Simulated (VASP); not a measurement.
Calculation: SCAN meta-GGA, VASP's PBE PAW potentials (set 64) (plane waves; VASP 6.6.1).

VASP ran on this input.

KPOINTS:
```
Automatic mesh
0
Gamma
 6 6 3
0 0 0
```

### POSCAR
```
MgI2
1
    2.0648266229    -3.5763842003     0.0000000000
    2.0648266229     3.5763842003     0.0000000000
   -0.0000000000    -0.0000000000     6.8937153892
Mg I
1 2
Direct
  1.0000000000   1.0000000000   0.0000000000
  0.3333330000   0.6666670000   0.2417661996
  0.6666670000   0.3333330000   0.7582338004
```

INCAR:
```
SYSTEM = MgI2
PREC = Accurate
ENCUT = 520
EDIFF = 1E-6
NELM = 100
ALGO = Normal
LREAL = .FALSE.
LASPH = .TRUE.
ISMEAR = 0
SIGMA = 0.05
METAGGA = SCAN
LMIXTAU = .TRUE.
LMAXMIX = 4
LWAVE = .FALSE.
LCHARG = .FALSE.
IBRION = 2
ISIF = 3
NSW = 60
EDIFFG = -0.02
```

POTCAR, in this order: Mg I (PBE.64 set). Program: vasp_std.

The run wrote:

**OSZICAR**
```
...
DAV:   5    -0.818913786837E+02    0.10355E-04   -0.68943E-06   408   0.400E-02    0.325E-03
DAV:   6    -0.818913873255E+02   -0.86419E-05   -0.35124E-06   400   0.291E-02    0.756E-04
DAV:   7    -0.818913877598E+02   -0.43426E-06   -0.70482E-08   216   0.358E-03
   4 F= -.81891388E+02 E0= -.81891388E+02  d E =-.583828E-02
       N       E                     dE             d eps       ncg     rms          rms(c)
DAV:   1    -0.818921028953E+02   -0.71557E-03   -0.40471E-02   464   0.125E+00    0.766E-02
DAV:   2    -0.818922667902E+02   -0.16389E-03   -0.15556E-03   416   0.349E-01    0.475E-02
DAV:   3    -0.818923195393E+02   -0.52749E-04   -0.11675E-04   484   0.120E-01    0.246E-02
DAV:   4    -0.818922992890E+02    0.20250E-04   -0.49119E-05   420   0.573E-02    0.125E-02
DAV:   5    -0.818922993845E+02   -0.95546E-07   -0.12236E-05   416   0.506E-02    0.747E-03
DAV:   6    -0.818922995790E+02   -0.19447E-06   -0.66109E-06   408   0.345E-02
   5 F= -.81892300E+02 E0= -.81892300E+02  d E =-.911819E-03
       N       E                     dE             d eps       ncg     rms          rms(c)
DAV:   1    -0.818911636336E+02    0.11358E-02   -0.36377E-01   464   0.374E+00    0.232E-01
DAV:   2    -0.818931309291E+02   -0.19673E-02   -0.14152E-02   416   0.104E+00    0.145E-01
DAV:   3    -0.818936401053E+02   -0.50918E-03   -0.99607E-04   484   0.347E-01    0.751E-02
DAV:   4    -0.818935185335E+02    0.12157E-03   -0.49133E-04   416   0.198E-01    0.366E-02
DAV:   5    -0.818935114440E+02    0.70895E-05   -0.16880E-04   408   0.201E-01    0.212E-02
DAV:   6    -0.818935312270E+02   -0.19783E-04   -0.90714E-05   416   0.140E-01    0.440E-03
DAV:   7    -0.818935379813E+02   -0.67543E-05   -0.28826E-05   412   0.853E-02    0.243E-03
DAV:   8    -0.818935355001E+02    0.24812E-05   -0.14855E-05   416   0.624E-02    0.166E-03
DAV:   9    -0.818935337674E+02    0.17327E-05   -0.37712E-06   432   0.321E-02    0.609E-04
DAV:  10    -0.818935342920E+02   -0.52453E-06   -0.37698E-07   280   0.100E-02
   6 F= -.81893534E+02 E0= -.81893534E+02  d E =-.214653E-02
       N       E                     dE             d eps       ncg     rms          rms(c)
DAV:   1    -0.818948821458E+02   -0.13484E-02   -0.12148E-01   408   0.202E+00    0.197E-01
DAV:   2    -0.818947703477E+02    0.11180E-03   -0.44372E-03   416   0.596E-01    0.107E-01
DAV:   3    -0.818944589010E+02    0.31145E-03   -0.91024E-04   452   0.293E-01    0.487E-02
DAV:   4    -0.818944425666E+02    0.16334E-04   -0.25064E-04   408   0.186E-01    0.322E-02
DAV:   5    -0.818943846902E+02    0.57876E-04   -0.24987E-04   408   0.244E-01    0.159E-02
DAV:   6    -0.818944271809E+02   -0.42491E-04   -0.13325E-04   408   0.174E-01    0.518E-03
DAV:   7    -0.818944228466E+02    0.43344E-05   -0.47505E-06   456   0.302E-02    0.248E-03
DAV:   8    -0.818944268727E+02   -0.40261E-05   -0.14753E-06   292   0.200E-02    0.666E-04
DAV:   9    -0.818944232966E+02    0.35761E-05   -0.13678E-06   280   0.189E-02    0.283E-04
DAV:  10    -0.818944256240E+02   -0.23274E-05   -0.40464E-07   272   0.916E-03    0.209E-04
DAV:  11    -0.818944250469E+02    0.57707E-06   -0.22331E-08   204   0.163E-03
   7 F= -.81894425E+02 E0= -.81894425E+02  d E =-.890755E-03
       N       E                     dE             d eps       ncg     rms          rms(c)
DAV:   1    -0.818961739907E+02   -0.17484E-02   -0.29120E-01   408   0.312E+00    0.304E-01
DAV:   2    -0.818960207285E+02    0.15326E-03   -0.10744E-02   416   0.919E-01    0.166E-01
DAV:   3    -0.818953065556E+02    0.71417E-03   -0.21323E-03   452   0.448E-01    0.758E-02
DAV:   4    -0.818952591216E+02    0.47434E-04   -0.62866E-04   408   0.296E-01    0.491E-02
DAV:   5    -0.818951217598E+02    0.13736E-03   -0.65685E-04   408   0.395E-01    0.241E-02
DAV:   6    -0.818952356087E+02   -0.11385E-03   -0.36330E-04   408   0.292E-01    0.822E-03
DAV:   7    -0.818952302619E+02    0.53468E-05   -0.12579E-05   456   0.505E-02    0.389E-03
DAV:   8    -0.818952383556E+02   -0.80937E-05   -0.36826E-06   408   0.311E-02    0.107E-03
DAV:   9    -0.818952317005E+02    0.66552E-05   -0.38232E-06   408   0.325E-02    0.577E-04
DAV:  10    -0.818952351918E+02   -0.34913E-05   -0.11482E-06   280   0.178E-02    0.319E-04
DAV:  11    -0.818952342035E+02    0.98824E-06   -0.11293E-07   212   0.430E-03
   8 F= -.81895234E+02 E0= -.81895234E+02  d E =-.169991E-02
       N       E                     dE             d eps       ncg     rms          rms(c)
DAV:   1    -0.818972848310E+02   -0.20496E-02   -0.11557E+00   408   0.622E+00    0.610E-01
DAV:   2    -0.818981776493E+02   -0.89282E-03   -0.43273E-02   408   0.178E+00    0.337E-01
DAV:   3    -0.818955432833E+02    0.26344E-02   -0.78306E-03   456   0.859E-01    0.154E-01
DAV:   4    -0.818952374487E+02    0.30583E-03   -0.28118E-03   408   0.626E-01    0.948E-02
DAV:   5    -0.818945370790E+02    0.70037E-03   -0.32142E-03   408   0.864E-01    0.428E-02
DAV:   6    -0.818952046625E+02   -0.66758E-03   -0.22089E-03   408   0.723E-01    0.173E-02
DAV:   7    -0.818952347511E+02   -0.30089E-04   -0.10283E-04   440   0.150E-01    0.840E-03
DAV:   8    -0.818952625464E+02   -0.27795E-04   -0.23646E-05   420   0.773E-02    0.305E-03
DAV:   9    -0.818952438274E+02    0.18719E-04   -0.28490E-05   408   0.866E-02    0.751E-04
DAV:  10    -0.818952483030E+02   -0.44757E-05   -0.30845E-06   424   0.284E-02    0.894E-04
DAV:  11    -0.818952472560E+02    0.10471E-05   -0.49369E-07   272   0.115E-02    0.463E-04
DAV:  12    -0.818952463443E+02    0.91169E-06   -0.13868E-07   240   0.540E-03
   9 F= -.81895246E+02 E0= -.81895246E+02  d E =-.171205E-02
       N       E                     dE             d eps       ncg     rms          rms(c)
DAV:   1    -0.818968726895E+02   -0.16254E-02   -0.23081E-01   408   0.277E+00    0.270E-01
DAV:   2    -0.818959439950E+02    0.92869E-03   -0.82539E-03   408   0.846E-01    0.141E-01
DAV:   3    -0.818954677607E+02    0.47623E-03   -0.18750E-03   444   0.434E-01    0.684E-02
DAV:   4    -0.818954641527E+02    0.36080E-05   -0.47909E-04   424   0.253E-01    0.452E-02
DAV:   5    -0.818954915931E+02   -0.27440E-04   -0.37378E-04   408   0.286E-01    0.272E-02
DAV:   6    -0.818954399418E+02    0.51651E-04   -0.15945E-04   408   0.170E-01    0.681E-03
DAV:   7    -0.818954577489E+02   -0.17807E-04   -0.13597E-05   432   0.487E-02    0.326E-03
DAV:   8    -0.818954521433E+02    0.56056E-05   -0.42678E-06   420   0.324E-02    0.176E-03
DAV:   9    -0.818954581589E+02   -0.60157E-05   -0.36997E-06   408   0.301E-02    0.378E-04
DAV:  10    -0.818954558281E+02    0.23309E-05   -0.39043E-07   304   0.965E-03    0.155E-04
DAV:  11    -0.818954558743E+02   -0.46229E-07   -0.26738E-08   208   0.254E-03
  10 F= -.81895456E+02 E0= -.81895456E+02  d E =-.192158E-02
       N       E                     dE             d eps       ncg     rms          rms(c)
DAV:   1    -0.818957705020E+02   -0.31467E-03   -0.96515E-02   408   0.185E+00    0.121E-01
DAV:   2    -0.818960305817E+02   -0.26008E-03   -0.33854E-03   420   0.505E-01    0.641E-02
DAV:   3    -0.818959679780E+02    0.62604E-04   -0.36393E-04   444   0.219E-01    0.341E-02
DAV:   4    -0.818959634543E+02    0.45236E-05   -0.15525E-04   416   0.122E-01    0.167E-02
DAV:   5    -0.818959459443E+02    0.17510E-04   -0.66100E-05   416   0.117E-01    0.651E-03
DAV:   6    -0.818959560711E+02   -0.10127E-04   -0.17949E-05   440   0.464E-02    0.753E-03
DAV:   7    -0.818959540650E+02    0.20061E-05   -0.55613E-06   412   0.349E-02    0.210E-03
DAV:   8    -0.818959576570E+02   -0.35920E-05   -0.20178E-06   368   0.235E-02    0.945E-04
DAV:   9    -0.818959555101E+02    0.21469E-05   -0.49701E-07   300   0.108E-02    0.570E-04
DAV:  10    -0.818959566740E+02   -0.11639E-05   -0.20444E-07   224   0.643E-03    0.781E-05
DAV:  11    -0.818959561016E+02    0.57239E-06   -0.25117E-08   204   0.194E-03
  11 F= -.81895956E+02 E0= -.81895956E+02  d E =-.500227E-03
```

File OUTCAR:
```
------------------------ aborting loop because EDIFF is reached ----------------------------------------
  FORCE on cell =-STRESS in cart. coord.  units (eV):
  Direction    XX          YY          ZZ          XY          YZ          ZX
  --------------------------------------------------------------------------------------
  Total       -0.0521294     -0.0521294     -0.0236891      0.0000000      0.0000000      0.0000000
  in kB       -0.7802089     -0.7802087     -0.3545496      0.0000000      0.0000000      0.0000000
  external PRESSURE =      -0.6383224 kB  Pullay stress =       0.0000000 kB
  volume of cell :      107.05
      direct lattice vectors                 reciprocal lattice vectors
     2.089099122 -3.618425387 -0.000000000     0.239337614 -0.138181653  0.000000000
     2.089099122  3.618425387 -0.000000000     0.239337614  0.138181653 -0.000000000
     0.000000000  0.000000000  7.080659207     0.000000000 -0.000000000  0.141229788
 POSITION                                       TOTAL-FORCE (eV/Angst)
 -----------------------------------------------------------------------------------
      4.17820      0.00000     -0.00000        -0.000000      0.000000      0.000000
      2.08910      1.20614      1.66262        -0.000000     -0.000000     -0.011935
      2.08910     -1.20614      5.41804         0.000000      0.000000      0.011935
 -----------------------------------------------------------------------------------
    total drift:                               -0.000000     -0.000000      0.000000
  FREE ENERGIE OF THE ION-ELECTRON SYSTEM (eV)
  ---------------------------------------------------
  free  energy   TOTEN  =       -81.8959561016 eV

  energy  without entropy=      -81.8959561016  energy(sigma->0) =      -81.89595610

 reached required accuracy - stopping structural energy minimisation
```
(Selected blocks of OUTCAR.)

File CONTCAR:
```
MgI2
   1.00000000000000
     2.0890991218393418   -3.6184253869282448   -0.0000000000000000
     2.0890991218393418    3.6184253869282448   -0.0000000000000000
     0.0000000000000000    0.0000000000000001    7.0806592066894281
  Mg              I
     1     2
Direct
     1.0000000000000000    1.0000000000000000    0.0000000000000000
     0.3333330000000032    0.6666669999999968    0.2348114924116096
     0.6666669999999968    0.3333330000000032    0.7651885075883904
```

Energy and stress use the plane-wave basis of the starting cell.

The compound is MgI2 in the 1T layered structure. This run relaxes it. Symmetry was kept, so distortions that lower it aren't found. The start is the result of an earlier pass.
